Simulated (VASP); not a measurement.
A run of VASP 6.6.1:

Contents of INCAR:

```
SYSTEM = W4C3
  PREC = Accurate
  ENCUT = 520
  EDIFF = 1E-6
  ISMEAR = 0
  SIGMA = 0.05
  LREAL = .FALSE.
  LASPH = .TRUE.
  NELM = 100
  ALGO = Normal
  ISIF = 2
  LWAVE = .FALSE.
  LCHARG = .FALSE.
  LDIPOL = .TRUE.
  IDIPOL = 3
  DIPOL = 0.5 0.5 0.500
  GGA = PE
  IVDW = 4
  IBRION = 2
  NSW = 60
  EDIFFG = -0.01
```

KPOINTS

```
Automatic mesh
0
G
  11 11 1
  0 0 0
```

File POSCAR:

```
W4C3
1.0
    2.9005014360      0.0000000000      0.0000000000
   -1.4502507180      2.5119079273      0.0000000000
    0.0000000000      0.0000000000     23.4870000000
W C
4 3
Selective dynamics
Direct
    0.0000000000      0.0000000000      0.3193255844  F F F
    0.0000000000      0.0000000000      0.4397751948  F F F
    0.0000000000      0.0000000000      0.5602248052  T T T
    0.0000000000      0.0000000000      0.6806744156  T T T
    0.6666666667      0.3333333334      0.3795503896  F F F
    0.6666666667      0.3333333334      0.5000000000  T T T
    0.6666666667      0.3333333334      0.6204496104  T T T
```

Potentials or basis: VASP PAW PBE potentials, release 64 (W_sv, C).

Command:

```bash
$ cat potpaw_PBE.64/W_sv/POTCAR potpaw_PBE.64/C/POTCAR > POTCAR
$ mpirun -np 1 vasp_std > vasp.out
```

Hardware: 1 thread of Intel(R) Xeon(R) Platinum 8259CL CPU @ 2.50GHz (Skylake/Cascade Lake) (shared host).

Problem. How long does it take, and how much memory?

Solution. Run time: 22 min on 1 thread of Intel(R) Xeon(R) Platinum 8259CL CPU @ 2.50GHz (Skylake/Cascade Lake), with other jobs on the host, peak memory 0.36 GiB. Counts: scf iterations 109, k points 16, ion steps 10.
